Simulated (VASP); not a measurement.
Input:

```yaml
crystal:
  lattice:
    - [1.63207, -2.82683, 0.00000]
    - [1.63207, 2.82683, 0.00000]
    - [0.00000, 0.00000, 10.70719]
  atoms:
    - { symbol: In, position: [0.66667, 0.33333, 0.25148] }
    - { symbol: Ga, position: [0.33333, 0.66667, 0.99024] }
    - { symbol: Ga, position: [0.66667, 0.33333, 0.75098] }
    - { symbol: Ga, position: [0.33333, 0.66667, 0.51145] }
    - { symbol: N, position: [0.66667, 0.33333, 0.45407] }
    - { symbol: N, position: [0.33333, 0.66667, 0.16964] }
    - { symbol: N, position: [0.66667, 0.33333, 0.93277] }
    - { symbol: N, position: [0.33333, 0.66667, 0.69337] }
```

All values below come from PBEsol GGA, VASP's PBE PAW potentials (set 64) (plane waves; VASP). Run with 520 eV cut-off, Gaussian smearing of 0.050 eV, potentials In_d Ga_d N.

Unless said otherwise, spin-orbit coupling is left out, though it shifts the bands of the heavy elements here.

Question: Give the energies of bands 27 to 40 at the high-symmetry points, in eV from the valence-band maximum.

Answer: 
```json
[
 {"band": "27", "Γ": "-4.07", "M": "-6.27", "K": "-5.70", "A": "-2.08", "L": "-6.11", "H": "-5.99"},
 {"band": "28", "Γ": "-1.50", "M": "-5.25", "K": "-5.46", "A": "-1.93", "L": "-5.57", "H": "-5.33"},
 {"band": "29", "Γ": "-1.50", "M": "-4.39", "K": "-4.98", "A": "-1.47", "L": "-3.58", "H": "-5.21"},
 {"band": "30", "Γ": "-1.04", "M": "-3.09", "K": "-4.47", "A": "-1.47", "L": "-3.48", "H": "-4.91"},
 {"band": "31", "Γ": "-1.04", "M": "-2.52", "K": "-4.08", "A": "-1.14", "L": "-3.02", "H": "-3.48"},
 {"band": "32", "Γ": "-0.74", "M": "-2.38", "K": "-3.24", "A": "-1.14", "L": "-2.61", "H": "-3.06"},
 {"band": "33", "Γ": "-0.74", "M": "-2.29", "K": "-3.17", "A": "-0.66", "L": "-2.04", "H": "-2.70"},
 {"band": "34", "Γ": "-0.45", "M": "-2.07", "K": "-2.75", "A": "-0.66", "L": "-1.93", "H": "-2.42"},
 {"band": "35", "Γ": "0.00", "M": "-1.97", "K": "-1.89", "A": "-0.02", "L": "-1.72", "H": "-2.38"},
 {"band": "36", "Γ": "0.00", "M": "-1.03", "K": "-1.66", "A": "-0.02", "L": "-1.13", "H": "-2.31"},
 {"band": "37", "Γ": "0.69", "M": "3.36", "K": "4.37", "A": "1.70", "L": "3.29", "H": "4.75"},
 {"band": "38", "Γ": "3.09", "M": "3.63", "K": "5.40", "A": "2.36", "L": "3.50", "H": "5.53"},
 {"band": "39", "Γ": "3.35", "M": "4.46", "K": "5.42", "A": "3.30", "L": "4.20", "H": "5.72"},
 {"band": "40", "Γ": "3.50", "M": "4.65", "K": "6.21", "A": "3.71", "L": "4.70", "H": "5.83"}
]
```

The gap is direct, 0.69 eV, from the valence maximum at Γ to the conduction minimum at Γ.

The structure was generated: Ga3InN4 was put into an ordered model structure (P3m1), which need not be its known phase. It was relaxed first.
